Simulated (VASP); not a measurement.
All values below come from r2SCAN meta-GGA, VASP's PBE PAW potentials (set 64) (plane waves; VASP).

VASP input:

**POSCAR**
```
BaTiO3
1
    3.9849364881     0.0000000000     0.0000000000
    0.0000000000     2.8618202827     2.8766052530
    0.0000000000    -2.8618202827     2.8766052530
Ba Ti O
1 1 3
Direct
  0.0000000000   0.0036544380   0.0036544380
  0.5000000000   0.5189404088   0.5189404088
  0.5000000000   0.9780621739   0.4911399171
  0.5000000000   0.4911399171   0.9780621739
  0.0000000000   0.4880930622   0.4880930622
```

### KPOINTS_OPT
```
k-points along high-symmetry lines
5
Line-mode
Reciprocal
  0.000000   0.000000   0.000000 ! GAMMA
  0.000000   0.500000   0.500000 ! Y

  0.000000   0.500000   0.500000 ! Y
  0.000000   0.502211   0.497789 ! C_0

  0.000000   0.497789  -0.497789 ! SIGMA_0
  0.000000   0.000000   0.000000 ! GAMMA

  0.000000   0.000000   0.000000 ! GAMMA
  0.500000   0.000000   0.000000 ! Z

  0.500000   0.000000   0.000000 ! Z
  0.500000   0.497789  -0.497789 ! A_0

  0.500000   0.502211   0.497789 ! E_0
  0.500000   0.500000   0.500000 ! T

  0.500000   0.500000   0.500000 ! T
  0.000000   0.500000   0.500000 ! Y

  0.000000   0.000000   0.000000 ! GAMMA
  0.000000   0.500000   0.000000 ! S

  0.000000   0.500000   0.000000 ! S
  0.500000   0.500000   0.000000 ! R

  0.500000   0.500000   0.000000 ! R
  0.500000   0.000000   0.000000 ! Z

  0.500000   0.000000   0.000000 ! Z
  0.500000   0.500000   0.500000 ! T
```

File KPOINTS:
```
Automatic mesh
0
Gamma
6 6 6
0 0 0
```

**INCAR**
```
ALGO = Normal
EDIFF = 1E-7
ENCUT = 520
ISIF = 2
ISMEAR = -5
LASPH = T
LCHARG = F
LEFG = T
LMAXMIX = 4
LMIXTAU = T
LORBIT = 11
LREAL = F
LWAVE = F
METAGGA = R2SCAN
NEDOS = 601
NELM = 100
PREC = Accurate
SYSTEM = BaTiO3
```

POTCAR, in this order: Ba_sv Ti_sv O (PBE.64 set). Program: vasp_std.

The path is coarsely sampled, so an indirect gap can come out somewhat too large. Unless said otherwise, spin-orbit coupling is left out, though it shifts the bands of the heavy elements here.

**Question.** Estimate the energy per atom (σ→0), band gap (over mesh and band path).

**Answer.** 
```
Item                                          Value
----------------------------------  ---------------
energy per atom (σ→0)               -14.854 eV/atom
band gap (over mesh and band path)          2.56 eV
```

**OSZICAR**
```
...
DAV:  20    -0.742714190613E+02   -0.32824E-05   -0.52261E-06  2560   0.220E-02    0.713E-03
DAV:  21    -0.742714175067E+02    0.15546E-05   -0.11187E-06  3080   0.107E-02    0.424E-03
DAV:  22    -0.742714190741E+02   -0.15674E-05   -0.16410E-06  2552   0.132E-02    0.268E-03
DAV:  23    -0.742714193133E+02   -0.23925E-06   -0.36556E-07  2496   0.519E-03    0.108E-03
DAV:  24    -0.742714193880E+02   -0.74637E-07   -0.31375E-08  1368   0.192E-03
   1 F= -.74271419E+02 E0= -.74271419E+02  d E =0.000000E+00
       N       E                     dE             ncg
       N       E                     dE             ncg
```

The structure comes from a computed database's BaTiO3 entry (Amm2); how it stands against other phases isn't given here. It was relaxed first.
